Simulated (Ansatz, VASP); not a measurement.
# AlNi3: VASP beside Ansatz, part 2 of 2

Aim: how closely do two programs agree when they are given the same cell, functional and k mesh? The cell is taken from a series of runs on this material, whose earlier steps may have relaxed, scaled, displaced or heated it; both programs get it as it stands.

VASP 6.6.1 and Ansatz 0.2.0.

So far: Set-up; Ansatz: single point, r2SCAN.

## 3. VASP: single point, r2SCAN

Level of this step: r2SCAN, spin-polarised from a ferromagnetic start; plane waves and PAW (Al, Ni) (VASP).

The same cell, functional, mesh and smearing now go to VASP, with its own data sets.

Lines of VASP's logs that name or quote its potential files are left out, and so is its time.

File INCAR:

```
SYSTEM = AlNi3
PREC = Accurate
ENCUT = 580
EDIFF = 1E-06
NELM = 200
ISMEAR = -1
SIGMA = 0.1
LREAL = .FALSE.
ALGO = Normal
METAGGA = R2SCAN
LASPH = .TRUE.
NBANDS = 47
ISPIN = 2
MAGMOM = 0.03 0.03 -0.34 -0.34 -0.34 -0.34 -0.34 -0.34
LMAXMIX = 4
LORBIT = 11
LWAVE = .FALSE.
LCHARG = .FALSE.
ISIF = 2
GGA_COMPAT = .FALSE.
LMIXTAU = .TRUE.
KPAR = 2
```

File POSCAR:

```
AlNi3
1.0
    3.5230547270      0.0000000000      0.0000000000
    0.0000000000      3.5230547270      0.0000000000
    0.0000000000      0.0000000000      7.0461094540
Al Ni
2 6
Direct
    0.0000000000      0.0000000000      0.0000000000
    0.0000000000      0.0000000000      0.5000000000
    0.0000000000      0.5000000000      0.2500000000
    0.0000000000      0.5000000000      0.7500000000
    0.5000000000      0.0000000000      0.2500000000
    0.5000000000      0.0000000000      0.7500000000
    0.5000000000      0.5000000000      0.0000000000
    0.5000000000      0.5000000000      0.5000000000
```

File KPOINTS:

```
Automatic mesh
0
Gamma
11 11 6
0 0 0
```

The projector-augmented-wave data sets are Al and Ni (PBE family, release 64).

On the command line:

```console
> mpirun -np 2 vasp_std
```

Numbers of over 12 decimals in the logs are rounded to 6 here.

What it wrote:

```text
[banner, memory and clock lines left out]
running    2 mpi-ranks, on    1 nodes
 distrk:  each k-point on    1 cores,    2 groups
 distr:  one band on    1 cores,    1 groups

 POSCAR found type information on POSCAR AlNi
 POSCAR found :  2 types and       8 ions
|                                                                             |
|               ----> ADVICE to this user running VASP <----                  |
|                                                                             |
|     You enforced a specific xc type in the INCAR file but a different       |
|     [... a line on the potential file left out ...]
|     I HOPE YOU KNOW WHAT YOU ARE DOING!                                     |
|                                                                             |

 LDA part: xc-table for (None), standard interpolation
 POSCAR, INCAR and KPOINTS ok, starting setup
 FFT: planning ... GRIDC
 FFT: planning ... GRID_SOFT
 FFT: planning ... GRID
 WAVECAR not read
 entering main loop
       N       E                     dE             d eps       ncg     rms          rms(c)
DAV:   1     0.461666984123E+03    0.46167E+03   -0.30436E+04 15808   0.206E+03
DAV:   2    -0.565659345968E+02   -0.51823E+03   -0.48936E+03 15813   0.406E+02
DAV:   3    -0.103840733601E+03   -0.47275E+02   -0.43044E+02 16611   0.152E+02
DAV:   4    -0.104936807988E+03   -0.10961E+01   -0.10918E+01 17992   0.249E+01
DAV:   5    -0.104969013350E+03   -0.32205E-01   -0.32202E-01 22175   0.312E+00    0.288E+01
DAV:   6    -0.100888810278E+03    0.40802E+01   -0.10259E+02 17246   0.132E+02    0.302E+01
DAV:   7    -0.889189696058E+02    0.11970E+02   -0.27496E+01 18140   0.656E+01    0.380E+00
DAV:   8    -0.886088233533E+02    0.31015E+00   -0.12315E+00 17604   0.832E+00    0.252E+00
DAV:   9    -0.886752187768E+02   -0.66395E-01   -0.16067E-01 19613   0.546E+00    0.206E+00
DAV:  10    -0.886723131382E+02    0.29056E-02   -0.49779E-02 18450   0.511E+00    0.144E+00
DAV:  11    -0.886733950597E+02   -0.10819E-02   -0.20975E-02 20780   0.254E+00    0.866E-01
DAV:  12    -0.886819419189E+02   -0.85469E-02   -0.17263E-02 21013   0.157E+00    0.294E-01
DAV:  13    -0.886823634670E+02   -0.42155E-03   -0.36402E-03 17805   0.607E-01    0.145E-01
DAV:  14    -0.886826255751E+02   -0.26211E-03   -0.41906E-04 20415   0.218E-01    0.608E-02
DAV:  15    -0.886826312337E+02   -0.56587E-05   -0.10251E-04 16943   0.118E-01    0.165E-02
DAV:  16    -0.886826400728E+02   -0.88391E-05   -0.12514E-05 18791   0.351E-02    0.105E-02
DAV:  17    -0.886826378712E+02    0.22016E-05   -0.28680E-06 14403   0.180E-02    0.338E-03
DAV:  18    -0.886826381436E+02   -0.27233E-06   -0.53509E-07  8820   0.606E-03
   1 F= -.88682638E+02 E0= -.88601585E+02  d E =-.162106E+00  mag=    -1.6624
```

From OUTCAR (step 3):

```text
ion  position               nearest neighbor table
   1  0.000  0.000  0.000-   3 2.49   4 2.49   5 2.49   6 2.49   7 2.49   3 2.49   4 2.49   7 2.49
                             5 2.49   6 2.49   7 2.49   7 2.49
   2  0.000  0.000  0.500-   3 2.49   4 2.49   5 2.49   6 2.49   8 2.49   3 2.49   4 2.49   8 2.49
                             5 2.49   6 2.49   8 2.49   8 2.49
   3  0.000  0.500  0.250-   1 2.49   2 2.49   5 2.49   7 2.49   8 2.49   1 2.49   2 2.49   5 2.49
                             5 2.49   7 2.49   8 2.49   5 2.49
   4  0.000  0.500  0.750-   1 2.49   2 2.49   6 2.49   7 2.49   8 2.49   1 2.49   2 2.49   6 2.49
                             6 2.49   7 2.49   8 2.49   6 2.49
   5  0.500  0.000  0.250-   1 2.49   2 2.49   3 2.49   7 2.49   8 2.49   3 2.49   7 2.49   8 2.49
                             1 2.49   2 2.49   3 2.49   3 2.49
   6  0.500  0.000  0.750-   1 2.49   2 2.49   4 2.49   7 2.49   8 2.49   4 2.49   7 2.49   8 2.49
                             1 2.49   2 2.49   4 2.49   4 2.49
   7  0.500  0.500  0.000-   1 2.49   3 2.49   4 2.49   5 2.49   6 2.49   1 2.49   5 2.49   6 2.49
                             1 2.49   3 2.49   4 2.49   1 2.49
   8  0.500  0.500  0.500-   2 2.49   3 2.49   4 2.49   5 2.49   6 2.49   2 2.49   5 2.49   6 2.49
                             2 2.49   3 2.49   4 2.49   2 2.49

  LATTYP: Found a simple tetragonal cell.
 ALAT       =     3.5230547270
 C/A-ratio  =     2.0000000000

 Subroutine GETGRP returns: Found 16 space group operations
 (whereof 16 operations were pure point group operations)

The static configuration has the point symmetry D_4h.

 Found     84 irreducible k-points:

   k-points           NKPTS =     84   k-points in BZ     NKDIM =     84   number of bands    NBANDS=     47

   dimension x,y,z NGX =    28 NGY =   28 NGZ =   56
   dimension x,y,z NGXF=    56 NGYF=   56 NGZF=  112

   ENCUT  =  580.0 eV  42.63 Ry    6.53 a.u.   6.92  6.92 13.84*2*pi/ulx,y,z

   NELECT =      66.0000    total number of electrons

 k-points in reciprocal lattice and weights: Automatic mesh
   0.00000000  0.00000000  0.00000000       0.001
   0.09090909  0.00000000  0.00000000       0.006
   0.18181818  0.00000000  0.00000000       0.006
   0.27272727  0.00000000  0.00000000       0.006
   0.36363636  0.00000000  0.00000000       0.006
   0.45454545  0.00000000  0.00000000       0.006
   0.09090909  0.09090909  0.00000000       0.006
   0.18181818  0.09090909  0.00000000       0.011
   0.27272727  0.09090909  0.00000000       0.011
[...]
0.45454545  0.36363636  0.50000000       0.011
   0.45454545  0.45454545  0.50000000       0.006

 average (electrostatic) potential at core
       1 -72.6283       2 -72.6283       3 -86.6012       4 -86.6012       5 -86.6012
       6 -86.6012       7 -86.6011       8 -86.6011

 E-fermi :   9.8167

 spin component 1
 k-point     1 :       0.0000    0.0000    0.0000
  band No.  band energies     occupation
    ...
     25       8.8568      0.99993
     26       9.1920      0.99807
     27       9.1921      0.99806
     28       9.3130      0.99354
     29       9.7990      0.54413
     30      10.3054      0.00749
     31      10.3054      0.00749
     32      10.3056      0.00747
     33      10.3069      0.00738
     34      10.5417      0.00071
    ...

 k-point     2 :       0.0909    0.0000    0.0000
  band No.  band energies     occupation
    ...
     25       8.9712      0.99979
     26       9.1346      0.99891
     27       9.1924      0.99806
     28       9.2890      0.99492
     29       9.7586      0.64122
     30       9.8969      0.30949
     31       9.8971      0.30914
     32      10.1405      0.03775
     33      10.2215      0.01716
     34      10.3055      0.00748
    ...

 k-point     3 :       0.1818    0.0000    0.0000
  band No.  band energies     occupation
    ...
     28       9.2168      0.99752
     29       9.4039      0.98414
     30       9.5141      0.95372
     31       9.5142      0.95366
     32       9.6415      0.85214
     33      10.0019      0.13557
     34      10.3057      0.00746
     35      11.8956      0.00000
     36      11.8957      0.00000
     37      13.2261      0.00000
    ...

 k-point     4 :       0.2727    0.0000    0.0000
  band No.  band energies     occupation
    ...
     29       9.2182      0.99749
     30       9.2183      0.99749
     31       9.2759      0.99554
     32       9.4734      0.96871
     33       9.7277      0.70873
     34      10.3061      0.00743
     35      12.1449      0.00000
     36      12.2215      0.00000
     37      12.8306      0.00000
     38      12.8307      0.00000
    ...

 k-point     5 :       0.3636    0.0000    0.0000
  band No.  band energies     occupation
    ...
     29       8.9982      0.99972
     30       9.0470      0.99955
     31       9.3014      0.99425
     32       9.3490      0.99077
     33       9.4795      0.96681
     34      10.3064      0.00741
     35      11.4119      0.00000
     36      11.4170      0.00000
     37      13.8899      0.00000
     38      13.8899      0.00000
    ...

 k-point     6 :       0.4545    0.0000    0.0000
  band No.  band energies     occupation
    ...
     29       8.8761      0.99992
     30       8.8846      0.99991
     31       9.2445      0.99674
     32       9.3157      0.99337
     33       9.3290      0.99243
     34      10.3066      0.00740
     35      11.0683      0.00000
     36      11.0710      0.00000
     37      15.0670      0.00000
     38      15.0670      0.00000
    ...

  Total        0.3711739      0.3711739      0.3644686      0.0000000      0.0000000      0.0000000
  in kB        6.7998590      6.7998590      6.6770186      0.0000000      0.0000000      0.0000000
  external PRESSURE =       6.7589122 kB  Pullay stress =       0.0000000 kB

  energy-cutoff  :      580.00
  volume of cell :       87.46
      direct lattice vectors                 reciprocal lattice vectors
     3.523054727  0.000000000  0.000000000     0.283844583  0.000000000  0.000000000
     0.000000000  3.523054727  0.000000000     0.000000000  0.283844583  0.000000000
     0.000000000  0.000000000  7.046109454     0.000000000  0.000000000  0.141922292

 POSITION                                       TOTAL-FORCE (eV/Angst)
 -----------------------------------------------------------------------------------
      0.00000      0.00000      0.00000         0.000000     -0.000000     -0.000000
      0.00000      0.00000      3.52305         0.000000     -0.000000     -0.000000
      0.00000      1.76153      1.76153         0.000000      0.000000      0.000000
      0.00000      1.76153      5.28458         0.000000      0.000000     -0.000000
      1.76153      0.00000      1.76153        -0.000000     -0.000000      0.000000
      1.76153      0.00000      5.28458        -0.000000     -0.000000     -0.000000
      1.76153      1.76153      0.00000         0.000000      0.000000     -0.000000
      1.76153      1.76153      3.52305         0.000000      0.000000     -0.000000
 -----------------------------------------------------------------------------------
    total drift:                                0.000000      0.000000      0.000000

  FREE ENERGIE OF THE ION-ELECTRON SYSTEM (eV)
  ---------------------------------------------------
  free  energy   TOTEN  =       -88.6826381436 eV

  energy  without entropy=      -88.5205320051  energy(sigma->0) =      -88.60158507

 total charge
# of ion       s       p       d       tot
------------------------------------------
    1        0.412   0.417   0.000   0.829
    2        0.412   0.417   0.000   0.829
    3        0.521   0.571   8.395   9.487
    4        0.521   0.571   8.395   9.487
    5        0.521   0.571   8.395   9.487
    6        0.521   0.571   8.395   9.487
    7        0.521   0.571   8.395   9.487
    8        0.521   0.571   8.395   9.487
--------------------------------------------------
tot          3.950   4.263  50.370  58.582

 magnetization (x)
# of ion       s       p       d       tot
------------------------------------------
    1        0.002   0.014   0.000   0.016
    2        0.002   0.014   0.000   0.016
    3        0.007   0.023  -0.340  -0.310
    4        0.007   0.023  -0.340  -0.310
    5        0.007   0.023  -0.340  -0.310
    6        0.007   0.023  -0.340  -0.310
    7        0.007   0.023  -0.340  -0.309
    8        0.007   0.023  -0.340  -0.309
--------------------------------------------------
tot          0.044   0.168  -2.038  -1.826

[... 6 further parts left out ...]
```

The magnetic state follows from one typed start and may not be the lowest. SCAN-type functionals tend to overstate the moments of itinerant magnets.

## 4. Comparison

Known differences besides the potentials themselves: VASP starts from the moments at which Ansatz ended; VASP keeps PBE cores, Ansatz makes them for the functional; the data sets hold 114 valence electrons in Ansatz (on its default PAW (the set named soft_2) files) and 66 in VASP; the cutoff is 500 eV in Ansatz and 580 eV in VASP; site moments are counted in spheres of each program's own size. Total energies have different zeros and are not compared.

The two programs side by side:

```
          quantity  Ansatz   VASP  difference
 total moment (μB)   -1.72  -1.66       -0.06
moment on Ni4 (μB)   -0.34  -0.31       -0.03
moment on Ni3 (μB)   -0.34  -0.31       -0.03
moment on Ni6 (μB)   -0.34  -0.31       -0.03
moment on Ni5 (μB)   -0.34  -0.31       -0.03
moment on Ni7 (μB)   -0.34  -0.31       -0.03
moment on Ni8 (μB)   -0.34  -0.31       -0.03
```

## 5. Summary of results

| Item | Value |
| --- | --- |
| difference in total moment (single point, r2SCAN) | -0.059 μB |

**Reading.** The difference in total moment is -0.059 μB (single point, r2SCAN). The data sets hold unlike numbers of valence electrons (114 in Ansatz and 66 in VASP), so part of the differences comes from the potentials. How closely two codes agree says nothing of how well the functional describes the real material.

[Lines on the potential files, build, host, timing and source positions are cut from VASP's logs without a mark.]

[Logs are printed without paths, hosts, clocks, repeated set-up lines and the standing remarks that a program may print on its own settings, such as how far it seeks lower states.]

[Hosts, paths, dates, database ids (printed as entryN), source tags and the programs' standing remarks are cut or masked in the printed files.]
